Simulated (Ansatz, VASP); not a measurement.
# Cross-check of Hf (Hafnium) between VASP and Ansatz, part 2 of 2

Wanted: the spread between two codes on one cell, functional and k mesh. The cell is taken from a series of runs on this material, whose earlier steps may have relaxed, scaled, displaced or heated it; both programs get it as it stands.

VASP 6.6.1 and Ansatz 0.2.0.

So far: Set-up; Ansatz: zone-centre phonons, PBEsol; VASP: zone-centre phonons, PBEsol.

## Step 3: VASP: zone-centre phonons, PBEsol (continued)

Level of this step: PBEsol; plane waves and PAW (Hf_pv) (VASP).

Numbers of over 12 decimals in the logs are rounded to 6 here.

Parts of OUTCAR (step 3):

```text
ion  position               nearest neighbor table
   1  0.333  0.667  0.250-   2 3.04   2 3.04   2 3.04   2 3.04   2 3.04   2 3.04
   2  0.667  0.333  0.750-   1 3.04   1 3.04   1 3.04   1 3.04   1 3.04   1 3.04

  LATTYP: Found a hexagonal cell.
 ALAT       =     3.1877896248
 C/A-ratio  =     1.5200245502

 Subroutine GETGRP returns: Found 24 space group operations
 (whereof 12 operations were pure point group operations)

The static configuration has the point symmetry D_3d.
 The point group associated with its full space group is D_6h.

 Found    135 irreducible k-points:

   k-points           NKPTS =    135   k-points in BZ     NKDIM =    135   number of bands    NBANDS=     16

   dimension x,y,z NGX =    24 NGY =   24 NGZ =   36
   dimension x,y,z NGXF=    48 NGYF=   48 NGZF=   72

   ENCUT  =  500.0 eV  36.75 Ry    6.06 a.u.   5.81  5.81  8.83*2*pi/ulx,y,z

   NELECT =      20.0000    total number of electrons

 k-points in reciprocal lattice and weights: Automatic mesh
   0.00000000  0.00000000  0.00000000       0.001
   0.06666667  0.00000000  0.00000000       0.003
   0.13333333  0.00000000  0.00000000       0.003
   0.20000000  0.00000000  0.00000000       0.003
   0.26666667  0.00000000  0.00000000       0.003
   0.33333333  0.00000000  0.00000000       0.003
   0.40000000  0.00000000  0.00000000       0.003
   0.46666667  0.00000000  0.00000000       0.003
   0.06666667  0.06666667  0.00000000       0.003
[...]
0.33333333  0.26666667  0.50000000       0.007
   0.33333333  0.33333333  0.50000000       0.001

 average (electrostatic) potential at core
       1 -36.6958       2 -36.6958

  Total       -0.0956894     -0.0956894      1.3017115     -0.0000000      0.0000000     -0.0000000
  in kB       -3.5952084     -3.5952084     48.9074611     -0.0000000      0.0000000     -0.0000000
  external PRESSURE =      13.9056814 kB  Pullay stress =       0.0000000 kB

  energy-cutoff  :      500.00
  volume of cell :       42.64
      direct lattice vectors                 reciprocal lattice vectors
     3.187789625  0.000000000  0.000000000     0.313696987  0.181113040  0.000000000
    -1.593894812  2.760706797  0.000000000     0.000000000  0.362226080  0.000000000
     0.000000000  0.000000000  4.845518491     0.000000000  0.000000000  0.206376263

 POSITION                                       TOTAL-FORCE (eV/Angst)
 -----------------------------------------------------------------------------------
     -0.00000      1.84047      1.21138        -0.000000      0.000000      0.000000
      1.59389      0.92024      3.63414         0.000000     -0.000000      0.000000
 -----------------------------------------------------------------------------------
    total drift:                               -0.000000      0.000000     -0.000000

 Eigenvectors and eigenvalues of the dynamical matrix
 ----------------------------------------------------

   1 f  =    4.018019 THz    25.245958 2PiTHz  134.026688 cm-1    16.617184 meV
             X         Y         Z           dx          dy          dz
     -0.000000  1.840471  1.211380     0.000000    0.000000    0.707107
      1.593895  0.920236  3.634139     0.000000    0.000000   -0.707107

   2 f  =    2.533844 THz    15.920612 2PiTHz   84.519943 cm-1    10.479133 meV
             X         Y         Z           dx          dy          dz
     -0.000000  1.840471  1.211380    -0.000061    0.707107   -0.000000
      1.593895  0.920236  3.634139     0.000061   -0.707107    0.000000

   3 f  =    2.533844 THz    15.920612 2PiTHz   84.519943 cm-1    10.479133 meV
             X         Y         Z           dx          dy          dz
     -0.000000  1.840471  1.211380    -0.707107   -0.000061    0.000000
      1.593895  0.920236  3.634139     0.707107    0.000061    0.000000

   4 f  =    0.000000 THz     0.000000 2PiTHz    0.000002 cm-1     0.000000 meV
             X         Y         Z           dx          dy          dz
     -0.000000  1.840471  1.211380    -0.614159   -0.350440    0.000000
      1.593895  0.920236  3.634139    -0.614159   -0.350440    0.000000

   5 f  =    0.000000 THz     0.000000 2PiTHz    0.000001 cm-1     0.000000 meV
             X         Y         Z           dx          dy          dz
     -0.000000  1.840471  1.211380     0.350440   -0.614159    0.000000
      1.593895  0.920236  3.634139     0.350440   -0.614159    0.000000

   6 f  =    0.000000 THz     0.000000 2PiTHz    0.000000 cm-1     0.000000 meV
             X         Y         Z           dx          dy          dz
     -0.000000  1.840471  1.211380     0.000000    0.000000    0.707107
      1.593895  0.920236  3.634139     0.000000    0.000000    0.707107

 ELASTIC MODULI CONTR FROM IONIC RELAXATION (kBar)
 Direction    XX          YY          ZZ          XY          YZ          ZX
 --------------------------------------------------------------------------------
 XX        -169.4231    169.4231      0.0000      0.0000      0.0000      0.0000
 YY         169.4231   -169.4231     -0.0000     -0.0000     -0.0000      0.0000
 ZZ           0.0000     -0.0000     -0.0000     -0.0000     -0.0000      0.0000
 XY           0.0000     -0.0000     -0.0000   -169.4231      0.0000      0.0000
 YZ           0.0000     -0.0000     -0.0000      0.0000     -0.0000      0.0000
 ZX           0.0000      0.0000      0.0000      0.0000      0.0000      0.0000
 --------------------------------------------------------------------------------
```

## Step 4: Differences

Known differences besides the potentials themselves: the data sets hold 52 valence electrons in Ansatz (on its PAW soft_1 files) and 20 in VASP; the cutoff is 420 eV in Ansatz and 500 eV in VASP; Ansatz makes its cores anew for this functional, VASP keeps those of its PBE data sets. Total energies have different zeros and are not compared.

Both answers:

```csv
quantity,Ansatz,VASP,difference
optical mode 1 to 2 (cm⁻¹),84.0,84.5,-0.59 %
optical mode 3 (cm⁻¹),135.8,134.0,+1.29 %
```

Modes are paired by rising frequency, not by their patterns, so a pair may set unlike modes beside each other; they are those without the splitting of longitudinal modes.

## Step 5: What came out

```yaml
r_m_s_difference_of_the_optical_zone_centre_modes_each_program_s_sorted_by_frequency_zone_centre_phonons_pbesol: 1.1 cm⁻¹
difference_in_optical_mode_3_zone_centre_phonons_pbesol: +1.3 %
```

What this shows: The r.m.s. difference of the optical zone-centre modes, each program's sorted by frequency is 1.1 cm⁻¹ (zone-centre phonons, PBEsol). The data sets hold unlike numbers of valence electrons (52 in Ansatz and 20 in VASP), so part of the differences comes from the potentials. Among the rows given in per cent, the largest difference of the zone-centre phonons, PBEsol pair is in optical mode 3, +1.3 %. How closely two codes agree says nothing of how well the functional describes the real material.

[Lines on the potential files, build, host, timing and source positions are cut from VASP's logs without a mark.]

[Logs are printed without paths, hosts, clocks, repeated set-up lines and the standing remarks that a program may print on its own settings, such as how far it seeks lower states.]

[Hosts, paths, dates, database ids (printed as entryN), source tags and the programs' standing remarks are cut or masked in the printed files.]
